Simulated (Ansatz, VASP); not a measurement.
**W (ladder W chain): VASP beside Ansatz**

One calculation is typed for both programs; each brings its own data sets. How far apart do they land? The structure shown is the end of the Ansatz relaxation below.

Method: plane waves, with VASP 6.6.1 beside it; single point at PBE and single point at RPBE, in Ansatz 0.2.0.

## Step 1: The starting structure

The cell holds 2 atoms: 2 W. Its edges and angles: a = 9.000 Å, b = 7.500 Å, c = 2.978 Å, α = 90.0°, β = 90.0°, γ = 90.0°. Vacuum lies along a and b. The structure's axis is c.

## Step 2: Ansatz: relaxation, PBE

Ansatz runs on its default PAW (the set named soft_2) files.

This run makes the geometry at which the two programs are then compared.

Input file input.yaml:

```yaml
crystal:
  lattice:
    - [9.0, 0.0, 0.0]
    - [0.0, 7.5, 0.0]
    - [0.0, 0.0, 3.17034]
  atoms:
    - { symbol: W, position: [0.34952, 0.5, 0.0] }
    - { symbol: W, position: [0.65048, 0.5, 0.5] }
kpoints:
  mp_grid: { grid: [1, 1, 26] }
scf:
  occupations: { method: fermi_dirac, width: 0.05 }
hamiltonian:
  xc: pbe
relax:
  cell: { fix: [a, b, alpha, beta, gamma] }
  max_steps: 60
```

Started as:

```console
> ansatz run input.yaml --threads 4 --pin off --max-ram 8192MiB --backend cpu --events-out ev --progress --plain --runs-dir out
```

Numbers of over 12 decimals in the logs are rounded to 6 here.

The program printed:

```text
Engine: ansatz 0.2.0, aarch64-unknown-linux-gnu
Pseudopotentials: kind: paw
Pseudopotential: W, paw, valence charge 14, recommended cutoff 420 eV (normal), W.paw.azcp
Functional definition: PBE
  parameter kappa = 0.804
  parameter beta = 0.066725
  exchange = pbe_x(kappa = kappa, mu = beta*pi^2/3)
  correlation = pbe_c(beta = beta)
Crystal: 2 atoms, lattice volume = 213.998 Å³
Basis set: ecut = 420 eV, 4217 PW (Γ), exchange–correlation on 128×108×48 points (8 copies of the dense FFT grid, shifted against one another)
Bands: 18, of which v1, the nominal top of the filled ones, is band 14 counted from 1 (13 counted from 0)
Symmetry: 8 space group operations
Space group: Pmma (ITA 51), of the structure as read, at distance tolerance 6.0e-5 Å
k-points: 14 of 26
Non-local potential: W, projectors of the file, l = 0: 3, l = 1: 2, l = 2: 2, l = 3: 1
PAW form: soft (Blöchl's): semilocal exchange-correlation on the pseudo side does not see the compensation charge
PAW one-centre angular grid: W, 590 points (default); XC on 64 Gauss nodes
Initial density: superposition of atomic densities (neutral atoms: chi_scale 0, normalization atom), corrected by the library's trained network
Initial wavefunctions: pseudopotential atomic-orbital guess
Functional: x = pbe(κ = 0.804, μ = 0.219515), c = pbe(β = 0.066725)
SCF iter   1: F=—  HF=-20756.910294 eV  |F-HF|=—  |Δ(HF+E_count)|=         —  Δρ=8.78e-3  dr2=7.01e-2  ethr=1.77e-3  ⟨swp⟩=5.2  Hψ=1104  notcnv=0
preconditioner: auto → LDOS  [metal: Δε(μ)=0.027 eV  Ē_g=1.650 eV  σ=0.050 eV  W_gap=0.14  n_scr=20 (ndim 8)  ℏωp=8.8 eV  f_vac=0.528  D(μ)=8.75/eV (n_scr^D=82)  β→1.0]
SCF iter   2: F=—  HF=-20756.920089 eV  |F-HF|=—  |Δ(HF+E_count)|=   9.79e-3  Δρ=1.50e-3  dr2=5.46e-3  ethr=2.50e-4  ⟨swp⟩=2.0  Hψ=432  notcnv=0
SCF iter   3: F=—  HF=-20756.921713 eV  |F-HF|=—  |Δ(HF+E_count)|=   1.62e-3  Δρ=9.05e-4  dr2=2.35e-3  ethr=1.95e-5  ⟨swp⟩=2.1  Hψ=358  notcnv=0
SCF iter   4: F=—  HF=-20756.921393 eV  |F-HF|=—  |Δ(HF+E_count)|=   3.21e-4  Δρ=3.64e-4  dr2=3.50e-4  ethr=8.39e-6  ⟨swp⟩=2.1  Hψ=335  notcnv=0
SCF iter   5: F=—  HF=-20756.921455 eV  |F-HF|=—  |Δ(HF+E_count)|=   6.24e-5  Δρ=9.65e-5  dr2=2.87e-5  ethr=1.25e-6  ⟨swp⟩=2.1  Hψ=310  notcnv=0
SCF iter   6: F=—  HF=-20756.921423 eV  |F-HF|=—  |Δ(HF+E_count)|=   3.18e-5  Δρ=3.40e-5  dr2=2.65e-6  ethr=1.03e-7  ⟨swp⟩=2.0  Hψ=341  notcnv=0
SCF iter   7: F=—  HF=-20756.921424 eV  |F-HF|=—  |Δ(HF+E_count)|=   9.21e-7  Δρ=8.32e-6  dr2=2.75e-7  ethr=9.47e-9  ⟨swp⟩=2.1  Hψ=355  notcnv=0
SCF iter   8: F=-20756.921424 eV  HF=-20756.921424 eV  |F-HF|=1.94e-8  |Δ(HF+E_count)|=   1.68e-7  Δρ=2.62e-6  dr2=1.84e-8  ethr=3.57e-10  ⟨swp⟩=5.0  Hψ=925  notcnv=0
SCF 1 converged in 8 iterations: F = -20756.921424 eV  dr2 = 1.84e-8
  greatest PAW one-centre occupation: 1.000 electrons in one spin orbital (limit 2), on the W atom at site 1 (counted from 0), in its partial waves of l = 0
relax step   1: F+E_penalty+E_count = -20756.92142442 eV  Δ(F+E_penalty+E_count) = +0.000e0 eV  max|allowed force component| = 4.188e0 eV/Å  Δτ_max = 0.0000 Å  P = -7.765 GPa  Ω = 213.998 Å³  fix = [a, b, alpha, beta, gamma]  reactions: a -8.091, b -0.310 GPa  (8 SCF iters, dr2 threshold 1.00e-7 eV, accepted)
[...]
relax step   5: F+E_penalty+E_count = -20762.02460786 eV  Δ(F+E_penalty+E_count) = -4.227e-1 eV  max|allowed force component| = 1.394e0 eV/Å  Δτ_max = 0.0692 Å  P = -1.257 GPa  Ω = 203.078 Å³  energy of the carried Pulay correction = +4.675e-4 eV  fix = [a, b, alpha, beta, gamma]  reactions: a -1.697, b -0.319 GPa  (11 SCF iters, accepted)
[...]
relax step   6: F+E_penalty+E_count = -20762.05983243 eV  Δ(F+E_penalty+E_count) = -3.522e-2 eV  max|allowed force component| = 3.136e-1 eV/Å  Δτ_max = 0.0105 Å  P = -0.056 GPa  Ω = 199.461 Å³  energy of the carried Pulay correction = +6.317e-4 eV  fix = [a, b, alpha, beta, gamma]  reactions: a -0.165, b -0.323 GPa  (6 SCF iters, dr2 threshold 2.00e-7 eV, accepted)
[...]
relax step   7: F+E_penalty+E_count = -20762.06392301 eV  Δ(F+E_penalty+E_count) = -4.091e-3 eV  max|allowed force component| = 4.914e-2 eV/Å  Δτ_max = 0.0074 Å  P = -0.026 GPa  Ω = 200.756 Å³  energy of the carried Pulay correction = +5.724e-4 eV  fix = [a, b, alpha, beta, gamma]  reactions: a +0.194, b -0.320 GPa  (5 SCF iters, dr2 threshold 2.00e-7 eV, accepted)
[...]
relax step   8: F+E_penalty+E_count = -20762.06401787 eV  Δ(F+E_penalty+E_count) = -9.486e-5 eV  max|allowed force component| = 4.323e-4 eV/Å  Δτ_max = 0.0014 Å  P = -0.018 GPa  Ω = 200.993 Å³  energy of the carried Pulay correction = +5.616e-4 eV  fix = [a, b, alpha, beta, gamma]  reactions: a +0.261, b -0.320 GPa  (5 SCF iters, dr2 threshold 1.51e-7 eV, accepted)
[...]
relax step   9: F+E_penalty+E_count = -20762.06340706 eV  Δ(F+E_penalty+E_count) = +6.108e-4 eV  max|allowed force component| = 4.359e-4 eV/Å  Δτ_max = 0.0000 Å  P = -0.018 GPa  Ω = 200.993 Å³  fix = [a, b, alpha, beta, gamma]  reactions: a +0.262, b -0.319 GPa  stress off target by 3.04e-3 GPa on what of the cell is left free  SCF on the basis re-selected at this cell (its energy is not comparable with the rows above)  (6 SCF iters)
basis re-selected at this cell: Δ(F+E_penalty+E_count) = +6.108e-4 eV, ΔP = +0.001 GPa vs the last step (what re-selecting the basis moved, of the pressure what is left beyond the Pulay correction that the steps carried, after the strain that the cell walked since its last selection, with what the two solves' SCF thresholds leave and, on support functions, any second-order correction that the steps lacked; it is no measure of the basis error at this ecutwfc). The dense FFT grid was sized anew with the basis: this SCF ran on 64×54×20 points, the steps before it on 64×54×24, so part of this shift can come from that change (see relax.cell in the input reference). [rest of the remark cut]
SCF converged after 6 iterations
Free energy (F): -20762.063407 eV
Harris-Foulkes:  -20762.063407 eV  (|F-HF|=1.09e-11)
Internal energy: -20762.044858 eV  (E = F + TS)
E sigma→0 (E₀):  -20762.054133 eV
Entropy (-TS):   -0.018549 eV (-9.274 meV/atom)
Fermi energy:    0.392555 eV
--- Per-component energies (eV) ---
  E_band       = -767.543324
  E_kinetic    = 892.802832
  E_local      = -6582.574447  (includes V_loc(G=0)·N_el)
  E_nonlocal   = 11.535340
  E_hartree    = 2814.565617
  E_xc         = -525.652517
  E_vxc        = -466.607448  (∫ρ·V_xc dr)
  E_paw        = -17127.086101  (= ΣΔE_a)
  E_vpaw       = -251.830526  (= ΣTr[D̂ρ^β])
  E_aug_tail   = -0.000123  (compensation charges beyond the density's cutoff)
  E_ewald      = -245.635458
  E_smearing   = -0.018549  (= −TS)
  E_closure    = -0.000000  (closes the sum)
  Σ components = -20762.063407   (vs F -20762.063407, Δ=0.00e0)
--- Forces (eV/Å), atoms counted from 1 ---
  atom   1  W     -0.00043588     0.00000000     0.00000000
  atom   2  W      0.00043588     0.00000000     0.00000000
  max |Σ_I F_I| component: 1.08e-19 eV/Å
--- Stress (GPa, compression-positive) ---
        0.262267       0.000000       0.000000
        0.000000      -0.318838       0.000000
        0.000000       0.000000       0.003041
  P = ⅓ Tr σ = -0.0178 GPa (-0.178 kbar)
--- Relaxed structure (8 steps of the walk, 7 accepted, 1 SCFs on fresh bases) ---
  F+E_penalty+E_count = -20762.06340706 eV   max|allowed force component| = 4.359e-4 eV/Å   (the final SCF, on the basis selected at the relaxed cell)
  cell:  # Å, volume = 200.9930 Å³
    - [9.0, 0.0, 0.0]
    - [0.0, 7.5, 0.0]
    - [0.0, 0.0, 2.977674]
  atoms:
    - { symbol: W, position: [0.402697, 0.5, 0.0] }
    - { symbol: W, position: [0.597303, 0.5, 0.500000] }
```

The column dr2 measures how far the density is from self-consistency, as an energy; F and HF (Harris–Foulkes) agree once it is small.

## Step 3: VASP: single point, PBE, pair 1

The same cell, functional, mesh and smearing now go to VASP, with its own data sets.

Lines of VASP's logs that name or quote its potential files are left out, and so is its time.

Input file INCAR:

```
SYSTEM = W
PREC = Accurate
ENCUT = 600
EDIFF = 1E-06
NELM = 120
ISMEAR = -1
SIGMA = 0.05
LREAL = .FALSE.
ALGO = Normal
GGA = PE
NBANDS = 12
LASPH = .TRUE.
LORBIT = 11
LWAVE = .FALSE.
LCHARG = .FALSE.
ISIF = 2
GGA_COMPAT = .FALSE.
KPAR = 2
```

Input file POSCAR:

```
W
1.0
    9.0000000000      0.0000000000      0.0000000000
    0.0000000000      7.5000000000      0.0000000000
    0.0000000000      0.0000000000      2.9776744386
W
2
Direct
    0.4026969234      0.5000000000      1.0000000000
    0.5973030766      0.5000000000      0.5000000000
```

Input file KPOINTS:

```
Automatic mesh
0
Gamma
1 1 26
0 0 0
```

Potentials, in the order of the species: W (PBE family, release 64).

Started as:

```console
> mpirun -np 2 vasp_std
```

The program printed:

```text
[banner, memory and clock lines left out]
running    2 mpi-ranks, on    1 nodes
 distrk:  each k-point on    1 cores,    2 groups
 distr:  one band on    1 cores,    1 groups

 POSCAR found type information on POSCAR W
 POSCAR found :  1 types and       2 ions
 LDA part: xc-table for (Slater+PW92), standard interpolation
 POSCAR, INCAR and KPOINTS ok, starting setup
 FFT: planning ... GRIDC
 FFT: planning ... GRID_SOFT
 FFT: planning ... GRID
 WAVECAR not read
 entering main loop
       N       E                     dE             d eps       ncg     rms          rms(c)
DAV:   1     0.521847250047E+02    0.52185E+02   -0.38275E+03   336   0.771E+02
DAV:   2    -0.129177556339E+02   -0.65102E+02   -0.59934E+02   612   0.114E+02
DAV:   3    -0.206718005115E+02   -0.77540E+01   -0.75649E+01   448   0.494E+01
DAV:   4    -0.209016505646E+02   -0.22985E+00   -0.21542E+00   572   0.831E+00
DAV:   5    -0.209047086168E+02   -0.30581E-02   -0.30480E-02   412   0.671E-01    0.188E+01
DAV:   6    -0.189528159407E+02    0.19519E+01   -0.46970E+00   428   0.872E+00    0.102E+01
DAV:   7    -0.186435997079E+02    0.30922E+00   -0.10424E+00   404   0.569E+00    0.132E+00
DAV:   8    -0.186372997512E+02    0.63000E-02   -0.79139E-02   408   0.158E+00    0.310E-01
DAV:   9    -0.186362472677E+02    0.10525E-02   -0.48221E-03   468   0.348E-01    0.111E-01
DAV:  10    -0.186368624136E+02   -0.61515E-03   -0.12683E-03   368   0.192E-01    0.566E-02
DAV:  11    -0.186377955202E+02   -0.93311E-03   -0.68302E-04   404   0.180E-01    0.664E-02
DAV:  12    -0.186381439908E+02   -0.34847E-03   -0.21970E-04   500   0.911E-02    0.256E-02
DAV:  13    -0.186382894723E+02   -0.14548E-03   -0.34121E-05   356   0.429E-02    0.914E-03
DAV:  14    -0.186383002230E+02   -0.10751E-04   -0.89382E-06   380   0.217E-02    0.307E-03
DAV:  15    -0.186383025183E+02   -0.22952E-05   -0.27492E-06   392   0.122E-02    0.912E-04
DAV:  16    -0.186383027505E+02   -0.23220E-06   -0.20999E-07   320   0.317E-03
   1 F= -.18638303E+02 E0= -.18629009E+02  d E =-.185871E-01
```

Parts of OUTCAR (step 3):

```text
ion  position               nearest neighbor table
   1  0.403  0.500  0.000-   2 2.30   2 2.30
   2  0.597  0.500  0.500-   1 2.30   1 2.30

  LATTYP: Found a simple orthorhombic cell.
 ALAT       =     2.9776744386
 B/A-ratio  =     2.5187441255
 C/A-ratio  =     3.0224929507

 Subroutine GETGRP returns: Found  8 space group operations
 (whereof  4 operations were pure point group operations)

The static configuration has the point symmetry C_2v.
 The point group associated with its full space group is D_2h.

 Found     14 irreducible k-points:

   k-points           NKPTS =     14   k-points in BZ     NKDIM =     14   number of bands    NBANDS=     12

   dimension x,y,z NGX =    72 NGY =   60 NGZ =   24
   dimension x,y,z NGXF=   144 NGYF=  120 NGZF=   48

   ENCUT  =  600.0 eV  44.10 Ry    6.64 a.u.  17.98 14.98  5.95*2*pi/ulx,y,z

   NELECT =      12.0000    total number of electrons

 k-points in reciprocal lattice and weights: Automatic mesh
   0.00000000  0.00000000  0.00000000       0.038
   0.00000000  0.00000000  0.03846154       0.077
   0.00000000  0.00000000  0.07692308       0.077
   0.00000000  0.00000000  0.11538462       0.077
   0.00000000  0.00000000  0.15384615       0.077
   0.00000000  0.00000000  0.19230769       0.077
   0.00000000  0.00000000  0.23076923       0.077
   0.00000000  0.00000000  0.26923077       0.077
   0.00000000  0.00000000  0.30769231       0.077
[...]
0.00000000  0.00000000  0.46153846       0.077
   0.00000000  0.00000000  0.50000000       0.038

 average (electrostatic) potential at core
       1 -47.2982       2 -47.2982

 E-fermi :  -1.9507

 k-point     1 :       0.0000    0.0000    0.0000
  band No.  band energies     occupation
    ...
      2      -6.8476      2.00000
      3      -3.9767      2.00000
      4      -3.7862      2.00000
      5      -3.6912      2.00000
      6      -2.4665      1.99993
      7      -1.4319      0.00006
      8      -1.2713      0.00000
      9      -0.8750      0.00000
     10      -0.6026      0.00000
     11      -0.5330      0.00000
    ...

 k-point     2 :       0.0000    0.0000    0.0385
  band No.  band energies     occupation
    ...
      2      -6.7974      2.00000
      3      -3.9796      2.00000
      4      -3.8562      2.00000
      5      -3.6734      2.00000
      6      -2.3847      1.99966
      7      -1.7302      0.02399
      8      -0.9839      0.00000
      9      -0.8500      0.00000
     10      -0.6277      0.00000
     11      -0.5117      0.00000
    ...

 k-point     3 :       0.0000    0.0000    0.0769
  band No.  band energies     occupation
    ...
      3      -4.0234      2.00000
      4      -3.9897      2.00000
      5      -3.6204      2.00000
      6      -2.1839      1.98129
      7      -2.0998      1.90350
      8      -0.7750      0.00000
      9      -0.6942      0.00000
     10      -0.6463      0.00000
     11      -0.4473      0.00000
     12       1.3548      0.00000

  Total       -1.9366944     -0.4011821     -1.6692827      0.0000000      0.0000000      0.0000000
  in kB      -15.4379876     -3.1979465    -13.3063665      0.0000000      0.0000000      0.0000000
  external PRESSURE =     -10.6474335 kB  Pullay stress =       0.0000000 kB

  energy-cutoff  :      600.00
  volume of cell :      200.99
      direct lattice vectors                 reciprocal lattice vectors
     9.000000000  0.000000000  0.000000000     0.111111111  0.000000000  0.000000000
     0.000000000  7.500000000  0.000000000     0.000000000  0.133333333  0.000000000
     0.000000000  0.000000000  2.977674439     0.000000000  0.000000000  0.335832550

 POSITION                                       TOTAL-FORCE (eV/Angst)
 -----------------------------------------------------------------------------------
      3.62427      3.75000      0.00000         1.293321      0.000000      0.000000
      5.37573      3.75000      1.48884        -1.293321      0.000000      0.000000
 -----------------------------------------------------------------------------------
    total drift:                               -0.000000      0.000000      0.000000

  FREE ENERGIE OF THE ION-ELECTRON SYSTEM (eV)
  ---------------------------------------------------
  free  energy   TOTEN  =       -18.6383027505 eV

  energy  without entropy=      -18.6197156397  energy(sigma->0) =      -18.62900920

 total charge
# of ion       s       p       d       tot
------------------------------------------
    1        0.756   0.305   4.311   5.372
    2        0.756   0.305   4.311   5.372
--------------------------------------------------
tot          1.512   0.609   8.623  10.743

[... 3 further parts left out ...]
```

The data set W keeps the semicore shell frozen, which is cheaper and a little less accurate.

## Step 4: Differences

Known differences besides the potentials themselves: the data sets hold 28 valence electrons in Ansatz (on its default PAW (the set named soft_2) files) and 12 in VASP; the cutoff is 420 eV in Ansatz and 600 eV in VASP; Ansatz's pressure holds a Pulay correction, VASP's none. Total energies have different zeros and are not compared.

The two programs side by side:

```csv
quantity,Ansatz,VASP,difference
pressure (GPa),-0.02,-1.06,+1.05
```

Forces (eV/Å; atoms numbered as in POSCAR):

```csv
atom,"Ansatz x, y, z","VASP x, y, z"
W1,"0.000, 0.000, 0.000","1.293, 0.000, 0.000"
W2,"0.000, 0.000, 0.000","-1.293, 0.000, 0.000"
```

The forces differ by 747 meV/Å r.m.s., where the r.m.s. force is 0.000 eV/Å in Ansatz and 0.747 eV/Å in VASP: the atoms lie near their places of rest in Ansatz, so a percentage would say little (all taken over all components).

## Step 5: Other set-ups

Further runs change the set-up of one program: Ansatz's method, potentials or start, or VASP's data sets, cutoff or form of LDA. The table gives Ansatz less VASP for each quantity, since a change that brings one quantity closer may part another.

```csv
run,r.m.s. force difference (meV/Å),pressure (GPa)
as above,747,1.0
VASP with the data sets W_sv and a cutoff of 500 eV,205,-0.28
```

## Step 6: Ansatz: relaxation, PBE

This run makes the geometry at which the two programs are then compared.

The structure compared here is the end of the Ansatz relaxation.

input.yaml, the sections that differ from step 2:

```yaml
crystal:
  lattice:
    - [9.0, 0.0, 0.0]
    - [0.0, 7.5, 0.0]
    - [0.0, 0.0, 3.17034]
  atoms:
    - { symbol: W, position: [0.34952, 0.5, 0.0], spin: 2.0 }
    - { symbol: W, position: [0.65048, 0.5, 0.5], spin: 2.0 }
magnetization:
  spin_polarized: true
# kpoints, scf, hamiltonian, relax: as in step 2
```

Started as:

```console
> ansatz run input.yaml --threads 4 --pin off --max-ram 8192MiB --backend cpu --events-out ev --progress --plain --runs-dir out
```

The program printed:

```text
[...]
Crystal: 2 atoms, lattice volume = 213.998 Å³
Basis set: ecut = 420 eV, 4217 PW (Γ), exchange–correlation on 128×108×48 points (8 copies of the dense FFT grid, shifted against one another)
Bands: 20, of which v1, the nominal top of the filled ones, is band 14 counted from 1 (13 counted from 0)
Symmetry: 8 space group operations
[...]
0.000000      -0.318864       0.000000
        0.000000       0.000000       0.006385
  P = ⅓ Tr σ = -0.0176 GPa (-0.176 kbar)
--- Relaxed structure (8 steps of the walk, 7 accepted, 1 SCFs on fresh bases) ---
[...]
cell:  # Å, volume = 200.9789 Å³
    - [9.0, 0.0, 0.0]
    - [0.0, 7.5, 0.0]
    - [0.0, 0.0, 2.977465]
  atoms:
    - { symbol: W, position: [0.402690, 0.5, 0.0] }
    - { symbol: W, position: [0.597310, 0.5, 0.5] }
[key lines of the parts left out:]
SCF converged after 6 iterations
Magnetization: -0.0000 μB (14.0000 up, 14.0000 down)
Free energy (F): -20762.063407 eV
Fermi energy:    0.392989 eV
```

[end of part 1 of 2]

[Lines on the potential files, build, host, timing and source positions are cut from VASP's logs without a mark.]

[Logs are printed without paths, hosts, clocks, repeated set-up lines and the standing remarks that a program may print on its own settings, such as how far it seeks lower states.]

[Hosts, paths, dates, database ids (printed as entryN), source tags and the programs' standing remarks are cut or masked in the printed files.]
